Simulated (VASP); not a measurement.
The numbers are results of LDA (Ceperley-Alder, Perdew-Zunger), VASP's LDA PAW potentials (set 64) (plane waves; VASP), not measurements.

VASP input:

**POSCAR**
```
As
1
   10.5046182585    -5.6498619012    -0.1715413191
   10.5046182585     5.6498619012    -0.1715413191
    7.6185606474     0.0000000000     9.1790462538
As
54
Direct
  0.0769304857   0.0769304857   0.0769304857
  0.0769304857   0.0769304857   0.4102638190
  0.0769304857   0.0769304857   0.7435971523
  0.0769304857   0.4102638190   0.0769304857
  0.0769304857   0.4102638190   0.4102638190
  0.0769304857   0.4102638190   0.7435971523
  0.0769304857   0.7435971523   0.0769304857
  0.0769304857   0.7435971523   0.4102638190
  0.0769304857   0.7435971523   0.7435971523
  0.4102638190   0.0769304857   0.0769304857
  0.4102638190   0.0769304857   0.4102638190
  0.4102638190   0.0769304857   0.7435971523
  0.4102638190   0.4102638190   0.0769304857
  0.4102638190   0.4102638190   0.4102638190
  0.4102638190   0.4102638190   0.7435971523
  0.4102638190   0.7435971523   0.0769304857
  0.4102638190   0.7435971523   0.4102638190
  0.4102638190   0.7435971523   0.7435971523
  0.7435971523   0.0769304857   0.0769304857
  0.7435971523   0.0769304857   0.4102638190
  0.7435971523   0.0769304857   0.7435971523
  0.7435971523   0.4102638190   0.0769304857
  0.7435971523   0.4102638190   0.4102638190
  0.7435971523   0.4102638190   0.7435971523
  0.7435971523   0.7435971523   0.0769304857
  0.7435971523   0.7435971523   0.4102638190
  0.7435971523   0.7435971523   0.7435971523
  0.2564028477   0.2564028477   0.2564028477
  0.2564028477   0.2564028477   0.5897361810
  0.2564028477   0.2564028477   0.9230695143
  0.2564028477   0.5897361810   0.2564028477
  0.2564028477   0.5897361810   0.5897361810
  0.2564028477   0.5897361810   0.9230695143
  0.2564028477   0.9230695143   0.2564028477
  0.2564028477   0.9230695143   0.5897361810
  0.2564028477   0.9230695143   0.9230695143
  0.5897361810   0.2564028477   0.2564028477
  0.5897361810   0.2564028477   0.5897361810
  0.5897361810   0.2564028477   0.9230695143
  0.5897361810   0.5897361810   0.2564028477
  0.5897361810   0.5897361810   0.5897361810
  0.5897361810   0.5897361810   0.9230695143
  0.5897361810   0.9230695143   0.2564028477
  0.5897361810   0.9230695143   0.5897361810
  0.5897361810   0.9230695143   0.9230695143
  0.9230695143   0.2564028477   0.2564028477
  0.9230695143   0.2564028477   0.5897361810
  0.9230695143   0.2564028477   0.9230695143
  0.9230695143   0.5897361810   0.2564028477
  0.9230695143   0.5897361810   0.5897361810
  0.9230695143   0.5897361810   0.9230695143
  0.9230695143   0.9230695143   0.2564028477
  0.9230695143   0.9230695143   0.5897361810
  0.9230695143   0.9230695143   0.9230695143
```

**INCAR**
```
! general
SYSTEM          =As
PREC            =Accurate
ENCUT           =400
LREAL           =.FALSE.
LASPH           =.TRUE.

! electronic loop
EDIFF           =1E-7
NELM            =100
ALGO            =Normal
LMAXMIX         =4

! smearing
ISMEAR          =1
SIGMA           =0.1

! ions
IBRION          =6
NSW             =1
ISIF            =2
POTIM           =0.015
NFREE           =2

! output
LWAVE           =.FALSE.
LCHARG          =.FALSE.

! other
LPHON_DISPERSION=.TRUE.
```

### QPOINTS
```
k-points along high-symmetry lines
11
Line-mode
Cartesian
  0.000000   0.000000   0.000000 ! GAMMA
  0.143518   0.000000   0.044297 ! T

  0.143518   0.000000   0.044297 ! T
  0.143518  -0.143273   0.044297 ! H_2

  0.039226  -0.193857   0.042671 ! H_0
  0.070442  -0.132747  -0.058467 ! L

  0.070442  -0.132747  -0.058467 ! L
  0.000000   0.000000   0.000000 ! GAMMA

  0.000000   0.000000   0.000000 ! GAMMA
  0.000000  -0.193857  -0.000000 ! S_0

  0.091372  -0.168565   0.043484 ! S_2
  0.073075  -0.132747   0.102764 ! F

  0.073075  -0.132747   0.102764 ! F
  0.000000   0.000000   0.000000 ! GAMMA
```

KPOINTS:
```
K-points
0
Gamma
  3 3 3
```

POTCAR, in this order: As (LDA.64 set). Program: vasp_std.

The run wrote:

OUTCAR:
```
 ion  position               nearest neighbor table
   1  0.077  0.077  0.077-  36 2.52  48 2.52  52 2.52
   2  0.077  0.077  0.410-  34 2.52  46 2.52  53 2.52
   3  0.077  0.077  0.744-  35 2.52  47 2.52  54 2.52
   4  0.077  0.410  0.077-  30 2.52  51 2.52  46 2.52
   5  0.077  0.410  0.410-  28 2.52  49 2.52  47 2.52
   6  0.077  0.410  0.744-  29 2.52  50 2.52  48 2.52
   7  0.077  0.744  0.077-  33 2.52  54 2.52  49 2.52
   8  0.077  0.744  0.410-  31 2.52  52 2.52  50 2.52
   9  0.077  0.744  0.744-  32 2.52  53 2.52  51 2.52
  10  0.410  0.077  0.077-  30 2.52  45 2.52  34 2.52
  11  0.410  0.077  0.410-  28 2.52  43 2.52  35 2.52
  12  0.410  0.077  0.744-  29 2.52  44 2.52  36 2.52
  13  0.410  0.410  0.077-  33 2.52  39 2.52  28 2.52
  14  0.410  0.410  0.410-  31 2.52  37 2.52  29 2.52
  15  0.410  0.410  0.744-  32 2.52  38 2.52  30 2.52
  16  0.410  0.744  0.077-  42 2.52  36 2.52  31 2.52
  17  0.410  0.744  0.410-  40 2.52  34 2.52  32 2.52
  18  0.410  0.744  0.744-  41 2.52  35 2.52  33 2.52
  19  0.744  0.077  0.077-  39 2.52  54 2.52  43 2.52
  20  0.744  0.077  0.410-  37 2.52  52 2.52  44 2.52
  21  0.744  0.077  0.744-  38 2.52  53 2.52  45 2.52
  22  0.744  0.410  0.077-  42 2.52  48 2.52  37 2.52
  23  0.744  0.410  0.410-  40 2.52  46 2.52  38 2.52
  24  0.744  0.410  0.744-  41 2.52  47 2.52  39 2.52
...
```

### OSZICAR
```
       N       E                     dE             d eps       ncg     rms          rms(c)
DAV:   1     0.105822327647E+04    0.10582E+04   -0.93316E+04  1956   0.114E+03
DAV:   2    -0.166931326104E+03   -0.12252E+04   -0.11810E+04  2309   0.199E+02
DAV:   3    -0.287882775234E+03   -0.12095E+03   -0.11725E+03  2376   0.598E+01
DAV:   4    -0.292345399655E+03   -0.44626E+01   -0.43742E+01  2384   0.108E+01
DAV:   5    -0.292522192610E+03   -0.17679E+00   -0.17552E+00  2461   0.175E+00    0.189E+01
DAV:   6    -0.291803078396E+03    0.71911E+00   -0.25621E-01  2328   0.951E-01    0.112E+01
DAV:   7    -0.291418709017E+03    0.38437E+00   -0.39352E-01  2328   0.123E+00    0.367E-01
DAV:   8    -0.291418824169E+03   -0.11515E-03   -0.11978E-02  2296   0.212E-01    0.111E-01
DAV:   9    -0.291418950342E+03   -0.12617E-03   -0.97432E-04  2504   0.533E-02    0.275E-02
DAV:  10    -0.291418934523E+03    0.15819E-04   -0.49875E-05  2312   0.135E-02    0.127E-02
DAV:  11    -0.291418934468E+03    0.54624E-07   -0.11511E-05  2480   0.572E-03    0.170E-03
DAV:  12    -0.291418934546E+03   -0.77634E-07   -0.60440E-07  2288   0.157E-03
   1 F= -.29141893E+03 E0= -.29141758E+03  d E =-.405706E-02
 Found     1 degrees of freedom:
       N       E                     dE             d eps       ncg     rms          rms(c)
DAV:   1    -0.291417316373E+03    0.16181E-02   -0.10302E-01  3442   0.596E-01    0.874E-02
DAV:   2    -0.291417859377E+03   -0.54300E-03   -0.64965E-03  3904   0.134E-01    0.264E-02
DAV:   3    -0.291417860828E+03   -0.14512E-05   -0.14757E-04  4096   0.230E-02    0.146E-02
DAV:   4    -0.291417858564E+03    0.22640E-05   -0.15650E-05  3936   0.730E-03    0.695E-03
DAV:   5    -0.291417858257E+03    0.30718E-06   -0.18118E-06  3848   0.270E-03    0.313E-03
DAV:   6    -0.291417858268E+03   -0.10745E-07   -0.20310E-07  2584   0.938E-04
   2 F= -.29141786E+03 E0= -.29141649E+03  d E =-.409175E-02
       N       E                     dE             d eps       ncg     rms          rms(c)
DAV:   1    -0.291416504188E+03    0.13541E-02   -0.34715E-01  3334   0.107E+00    0.176E-01
DAV:   2    -0.291418395488E+03   -0.18913E-02   -0.22635E-02  3904   0.246E-01    0.531E-02
DAV:   3    -0.291418398531E+03   -0.30436E-05   -0.51467E-04  4128   0.434E-02    0.290E-02
DAV:   4    -0.291418390862E+03    0.76697E-05   -0.58759E-05  3912   0.139E-02    0.131E-02
DAV:   5    -0.291418389728E+03    0.11338E-05   -0.54643E-06  3936   0.474E-03    0.572E-03
DAV:   6    -0.291418389745E+03   -0.17410E-07   -0.76494E-07  3952   0.173E-03
   3 F= -.29141839E+03 E0= -.29141705E+03  d E =-.402649E-02
```

**OUTCAR**
```
------------------------ aborting loop because EDIFF is reached ----------------------------------------
  FORCE on cell =-STRESS in cart. coord.  units (eV):
  Direction    XX          YY          ZZ          XY          YZ          ZX
  --------------------------------------------------------------------------------------
  Total       -0.6310775      0.4617244      0.3565971      0.0000000      0.0000000     -0.3670500
  in kB       -0.9155894      0.6698860      0.5173636      0.0000000      0.0000000     -0.5325290
  external PRESSURE =       0.0905534 kB  Pullay stress =       0.0000000 kB
  volume of cell :     1104.31
      direct lattice vectors                 reciprocal lattice vectors
    10.504618259 -5.649861901 -0.171541319     0.046961600 -0.088497738 -0.038977884
    10.504618259  5.649861901 -0.171541319     0.046961600  0.088497738 -0.038977884
     7.618560647  0.000000000  9.179046254     0.001755271  0.000000000  0.107486915
 POSITION                                       TOTAL-FORCE (eV/Angst)
 -----------------------------------------------------------------------------------
      2.18735      0.00000      0.67975         0.091100      0.000000     -0.005973
      4.74187      0.00000      3.73944        -0.018525      0.000000     -0.006416
      7.28139      0.00000      6.79912        -0.018605      0.000000     -0.006357
      5.70389      1.88329      0.62257        -0.019131     -0.001295     -0.005724
      8.24341      1.88329      3.68226        -0.018301      0.000241     -0.005344
     10.78293      1.88329      6.74194        -0.012445     -0.004951     -0.004010
      9.20543      3.76657      0.56539        -0.019287     -0.001262     -0.005805
     11.74495      3.76657      3.62508        -0.012440     -0.005182     -0.004423
     14.28447      3.76657      6.68476        -0.018298     -0.000111     -0.005554
      5.70389     -1.88329      0.62257        -0.019131      0.001295     -0.005724
      8.24341     -1.88329      3.68226        -0.018301     -0.000241     -0.005344
     10.78293     -1.88329      6.74194        -0.012445      0.004951     -0.004010
      9.20543      0.00000      0.56539        -0.018296      0.000000     -0.005609
     11.74495      0.00000      3.62508        -0.017795      0.000000     -0.005264
     14.28447      0.00000      6.68476        -0.022401      0.000000      0.000849
     12.70697      1.88329      0.50821        -0.015280      0.000464     -0.001442
     15.24649      1.88329      3.56790        -0.019062      0.003408     -0.007258
     17.78601      1.88329      6.62758        -0.019071     -0.000635     -0.005566
      9.20543     -3.76657      0.56539        -0.019287      0.001262     -0.005805
     11.74495     -3.76657      3.62508        -0.012440      0.005182     -0.004423
     14.28447     -3.76657      6.68476        -0.018298      0.000111     -0.005554
     12.70697     -1.88329      0.50821        -0.015280     -0.000464     -0.001442
     15.24649     -1.88329      3.56790        -0.019062     -0.003408     -0.007258
     17.78601     -1.88329      6.62758        -0.019071      0.000635     -0.005566
     16.20851      0.00000      0.45103        -0.018271      0.000000     -0.005173
     18.74803      0.00000      3.51072        -0.022396      0.000000     -0.002430
     21.28755      0.00000      6.57040        -0.017738      0.000000     -0.005250
      7.34025      0.00000      2.26557         0.017999      0.000000      0.005386
      9.87977      0.00000      5.32525         0.017526      0.000000      0.005168
     12.41929      0.00000      8.38493         0.016271      0.000000      0.003978
     10.84179      1.88329      2.20839         0.017393     -0.000183      0.005322
     13.38131      1.88329      5.26807         0.016374      0.001166      0.005048
     15.92083      1.88329      8.32775         0.018453      0.000587      0.005370
     14.34333      3.76657      2.15121         0.015887      0.000098      0.004754
     16.88285      3.76657      5.21089         0.018093      0.000128      0.005844
     19.42237      3.76657      8.27057        -0.008913     -0.019273     -0.010572
     10.84179     -1.88329      2.20839         0.017393      0.000183      0.005322
     13.38131     -1.88329      5.26807         0.016374     -0.001166      0.005048
     15.92083     -1.88329      8.32775         0.018453     -0.000587      0.005370
     14.34333      0.00000      2.15121         0.017129      0.000000      0.004170
     16.88285      0.00000      5.21089         0.021772      0.000000      0.004103
     19.42237      0.00000      8.27057         0.016846      0.000000      0.003782
     17.84487      1.88329      2.09402         0.018529     -0.000451      0.005296
     20.38439      1.88329      5.15371         0.015832     -0.001673      0.004939
     22.92391      1.88329      8.21339         0.018468      0.000068      0.005559
     14.34333     -3.76657      2.15121         0.015887     -0.000098      0.004754
     16.88285     -3.76657      5.21089         0.018093     -0.000128      0.005844
     19.42237     -3.76657      8.27057        -0.008913      0.019273     -0.010572
     17.84487     -1.88329      2.09402         0.018529      0.000451      0.005296
     20.38439     -1.88329      5.15371         0.015832      0.001673      0.004939
     22.92391     -1.88329      8.21339         0.018468     -0.000068      0.005559
     21.34641      0.00000      2.03684        -0.035008      0.000000      0.030847
     23.88593      0.00000      5.09653         0.018424      0.000000      0.005746
     26.42545      0.00000      8.15621         0.018367      0.000000      0.005573
 -----------------------------------------------------------------------------------
    total drift:                                0.000065      0.000000      0.000027
  FREE ENERGIE OF THE ION-ELECTRON SYSTEM (eV)
  ---------------------------------------------------
  free  energy   TOTEN  =      -291.4183897452 eV

  energy  without entropy=     -291.4143632531  energy(sigma->0) =     -291.41704758
```
(Selected blocks of OUTCAR.)

The cell is a supercell, built from As (a7).
